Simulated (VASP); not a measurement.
Input:

```yaml
crystal:
  lattice:
    - [4.10076, 0.00000, 0.00000]
    - [-2.05038, 3.55137, 0.00000]
    - [0.00000, 0.00000, 4.61824]
  atoms:
    - { symbol: Ca, position: [0.33333, 0.66667, 0.99607] }
    - { symbol: Ga, position: [0.00000, 0.00000, 0.56216] }
    - { symbol: Ge, position: [0.66667, 0.33333, 0.42274] }
    - { symbol: H, position: [0.00000, 0.00000, 0.93784] }
```

These are PBEsol GGA, VASP's PBE PAW potentials (set 64) (plane waves; VASP) values and carry that method's errors. Numerical set-up: 400 eV cut-off, 14×14×11 Γ-centred mesh, Gaussian smearing of 0.010 eV, potentials Ca_sv Ga_d Ge_d H.

**Question.** The job: CaGaGeH (space group P3m1), 4 atoms, PBEsol, optics run with many empty bands, 400 eV, 14×14×11 Γ-centred mesh. Roughly how much core time does it take on a busy server core?

**Answer.** About 10 core-minutes (one run on a shared machine, a rough figure). It had 224 irreducible k-points, 69 bands, up to 1242 plane waves and 13 electronic steps.

The structure comes from a computed database's CaGaGeH entry (P3m1); how it stands against other phases isn't given here. It was relaxed first, which changed the volume by -6 %.
